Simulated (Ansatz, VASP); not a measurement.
# CuRu in two plane-wave programs, part 2 of 2

Aim: how closely do two programs agree when they are given the same cell, functional and k mesh? The cell is invented: As first built, before any earlier steps moved the atoms (in the runner's words): it takes the CuPd structure with some of its atoms replaced by other elements, volume scaled by an estimate. It may not be a known or stable phase. The cell is taken from a series of VASP runs on this material, whose earlier steps may have relaxed, scaled or displaced it; both programs get it as it stands.

VASP 6.6.1 and Ansatz 0.2.0.

So far. Step 2 (VASP: band structure, PBE): The run ends at a pressure of -0.14 GPa.

### Step 4. Comparison

Known differences besides the potentials themselves: the data sets hold 35 valence electrons in Ansatz (default PAW (the set named soft_2) files) and 25 in VASP; the cutoff is 420 eV in Ansatz and 400 eV in VASP; VASP leaves aspherical gradient terms in its spheres out (LASPH is not set), Ansatz keeps them. Total energies have different zeros and are not compared.

Compared:

| quantity | Ansatz | VASP | difference |
| --- | --- | --- | --- |
| pressure (GPa) | 0.70 | -0.14 | +0.84 |
| pressure without Ansatz's Pulay correction (GPa) | 0.61 | -0.14 | +0.75 |

Levels from 3 eV below to 2 eV above the Fermi level differ by 12 meV r.m.s. and 46 meV at most; each VASP level is matched to the nearest of Ansatz, which flatters the figure a little. Ansatz's pressure holds a Pulay correction of 0.09 GPa; VASP's holds none.

### Step 5. Ansatz: single point, PBE

A single point gives forces, pressure and levels at one fixed geometry, so differences don't come from the geometry; what else differs is listed under the comparison.

The cell is taken from a series of VASP runs on this material, whose earlier steps may have relaxed, scaled or displaced it; both programs get it as it stands.

The input, input.yaml:

```yaml
crystal:
  lattice:
    - [2.9541331336, 0.0, 0.0]
    - [0.0, 2.9541331336, 0.0]
    - [0.0, 0.0, 2.9541331336]
  atoms:
    - { symbol: Ru, position: [0.5, 0.5, 0.5] }
    - { symbol: Cu, position: [0.0, 0.0, 0.0] }
hamiltonian:
  xc: pbe
  pseudopotentials: { kind: paw }
kpoints:
  mp_grid: { grid: [11, 11, 11] }
scf:
  occupations: { method: tetrahedron }
output:
  forces: true
  stress: true
```

On the command line:

```sh
ansatz run input.yaml --threads 2 --pin off --max-ram 4608MiB --backend cpu --events-out ev --progress --plain --runs-dir out
```

Numbers of over 12 decimals in the logs are rounded to 6 here.

Log:

```text
Warning: output.forces, output.stress, relax.cell or npt_langevin: where a Kohn–Sham band that disperses or a degenerate level is filled in part under the method tetrahedron, the forces or the stress that this run publishes need not agree with its energy (scf.occupations.method in the input reference, under Limitations); prefer a smearing scheme for the forces or the stress
[...]
--- Band table (eV; the first three rows and the last of 56) ---
  k-point 0: bands = [... 14 lower, 18.4152, 18.4152, 20.4195, 20.4195, 20.4195, 28.4550, 28.4550, 28.4550]
  k-point 1: bands = [... 14 lower, 18.3393, 18.4526, 20.2008, 20.2008, 20.3818, 27.6359, 28.8509, 28.8509]
  k-point 2: bands = [... 14 lower, 18.1165, 18.5484, 19.6722, 19.6722, 20.2773, 25.9287, 29.9090, 29.9090]
  k-point 55: bands = [... 14 lower, 17.5636, 17.5636, 20.9142, 20.9142, 25.5301, 26.6722, 27.6868, 27.6868]
[key lines of the parts left out:]
SCF converged after 8 iterations
Free energy (F): -12502.975034 eV
Fermi energy:    19.849651 eV
P = ⅓ Tr σ = 0.3183 GPa (3.183 kbar)
```

Wall time 0.78 s (2 threads of Intel Xeon 6975P-C (Granite Rapids), shared host); peak memory 0.36 GiB.

The run ends at a pressure of 0.32 GPa.

### Step 6. VASP: single point, PBE

The same cell, functional, mesh and smearing now go to VASP, with its own data sets and cutoff.

The input, INCAR:

```
SYSTEM = CuRu
PREC = Accurate
ENCUT = 400
EDIFF = 1E-06
NELM = 100
ISMEAR = -5
SIGMA = 0.2
LREAL = .FALSE.
ALGO = Normal
GGA = PE
LORBIT = 11
LWAVE = .FALSE.
LCHARG = .FALSE.
NEDOS = 2001
```

The input, POSCAR:

```
CuRu
1.0
    2.9541331336      0.0000000000      0.0000000000
    0.0000000000      2.9541331336      0.0000000000
    0.0000000000      0.0000000000      2.9541331336
Ru Cu
1 1
Direct
    0.5000000000      0.5000000000      0.5000000000
    0.0000000000      0.0000000000      0.0000000000
```

The input, KPOINTS:

```
Automatic mesh
0
Gamma
11 11 11
0 0 0
```

PAW data sets: Ru_pv and Cu (PBE family, release 64).

On the command line:

```sh
mpirun -np 1 vasp_std
```

Log:

```text
[... set-up lines as in an earlier step ...]
 entering main loop
       N       E                     dE             d eps       ncg     rms          rms(c)
DAV:   1     0.150002216785E+03    0.15000E+03   -0.12716E+04  2048   0.188E+03
DAV:   2    -0.105792360318E+02   -0.16058E+03   -0.15806E+03  1920   0.385E+02
DAV:   3    -0.141977100333E+02   -0.36185E+01   -0.35888E+01  2152   0.678E+01
DAV:   4    -0.142683372564E+02   -0.70627E-01   -0.70637E-01  2288   0.788E+00
[...]
DAV:  13    -0.120545010795E+02    0.38857E-05   -0.62815E-05  2632   0.810E-02    0.167E-02
DAV:  14    -0.120544923736E+02    0.87059E-05   -0.21953E-05  2312   0.165E-01    0.526E-03
DAV:  15    -0.120544928859E+02   -0.51227E-06   -0.13677E-06  1280   0.402E-02
   1 F= -.12054493E+02 E0= -.12054493E+02  d E =0.000000E+00
 -----------------------------------------------------------------------------
|                                                                             |
|           W    W    AA    RRRRR   N    N  II  N    N   GGGG   !!!           |
|           W    W   A  A   R    R  NN   N  II  NN   N  G    G  !!!           |
|           W    W  A    A  R    R  N N  N  II  N N  N  G       !!!           |
|           W WW W  AAAAAA  RRRRR   N  N N  II  N  N N  G  GGG   !            |
|           WW  WW  A    A  R   R   N   NN  II  N   NN  G    G                |
|           W    W  A    A  R    R  N    N  II  N    N   GGGG   !!!           |
|                                                                             |
|     Tetrahedron method does not include variations of the Fermi             |
|     occupations, so forces and stress will be inaccurate. We suggest        |
|     using a different smearing scheme ISMEAR = 1 or 2 for metals in         |
|     relaxations.                                                            |
|                                                                             |
 -----------------------------------------------------------------------------
```

OUTCAR, selected parts (step 6):

```text
  Total       -0.0398280     -0.0398280     -0.0398280      0.0000000      0.0000000      0.0000000
  in kB       -2.4751896     -2.4751896     -2.4751896      0.0000000      0.0000000      0.0000000
  external PRESSURE =      -2.4751896 kB  Pullay stress =       0.0000000 kB

  FREE ENERGIE OF THE ION-ELECTRON SYSTEM (eV)
  ---------------------------------------------------
  free  energy   TOTEN  =       -12.0544928859 eV

  energy  without entropy=      -12.0544928859  energy(sigma->0) =      -12.05449289

[... 2 parts as in an earlier step ...]

[... 2 further parts left out ...]
[key lines of the parts left out:]
E-fermi :   9.9938
```

The run ends at a pressure of -0.25 GPa.

### Step 7. Comparison

Both answers:

| quantity | Ansatz | VASP | difference |
| --- | --- | --- | --- |
| pressure (GPa) | 0.32 | -0.25 | +0.57 |
| pressure without Ansatz's Pulay correction (GPa) | 0.23 | -0.25 | +0.47 |

Ansatz's pressure holds a Pulay correction of 0.09 GPa; VASP's holds none.

### Step 8. What came out

```
r.m.s. difference of levels near the Fermi level (band structure, PBE) : 12 meV
difference in pressure (band structure, PBE)                           : 0.84 GPa
difference in pressure (single point, PBE)                             : 0.57 GPa
```

**Reading.** The difference in pressure is 0.84 GPa (band structure, PBE), within the 1 GPa picked in this series as the mark of a large difference. 1 further run of this series is not shown here. How closely two codes agree says nothing of how well the functional describes the real material.

[Lines on the potential files, build, host, timing and source positions are cut from VASP's logs without a mark.]

[Logs are printed without paths, hosts, clocks, repeated set-up lines and the standing remarks that a program may print on its own settings, such as how far it seeks lower states.]

[Hosts, paths, dates, database ids (printed as entryN), source tags and the programs' standing remarks are cut or masked in the printed files.]
